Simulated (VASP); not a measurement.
Crystal: Al.

```xyz
1
Lattice="0.0000 2.0248 2.0248 2.0248 0.0000 2.0248 2.0248 2.0248 0.0000" Properties=species:S:1:pos:R:3 pbc="T T T"
Al    0.0000    0.0000    0.0000
```

```yaml
Program: VASP 6.6.1
Task: relaxation of cell and atoms
Functional: LDA
Potentials_or_basis: VASP PAW LDA potentials, release 64 (Al)
Cutoff: 520 eV
k_mesh: 18 × 18 × 18
Occupations: gaussian, width 0.1 eV
Spin: no spin polarisation
```

At the start: pressure -3.6 GPa; volume 16.60 Å³/atom.

Q: How do energy, volume and symmetry change on relaxing?

A: Over 3 steps the energy falls by 9.2 meV/atom and the volume is 15.82 Å³/atom (-4.7 %); space group Fm-3m (No. 225, to 0.05 Å).

Step by step:
```tsv
step	energy change (eV)	largest force (eV/Å)	pressure (GPa)	volume (Å³)
1	0.0000	0.0000	-3.60	16.60
2	-0.0090	0.0000	0.50	15.72
3	-0.0092	0.0000	0.00	15.82
```

Final structure:
```yaml
crystal:
  lattice:
    - [0.00000, 1.99236, 1.99236]
    - [1.99236, 0.00000, 1.99236]
    - [1.99236, 1.99236, 0.00000]
  atoms:
    - { symbol: Al, position: [0.00000, 0.00000, 0.00000] }
```
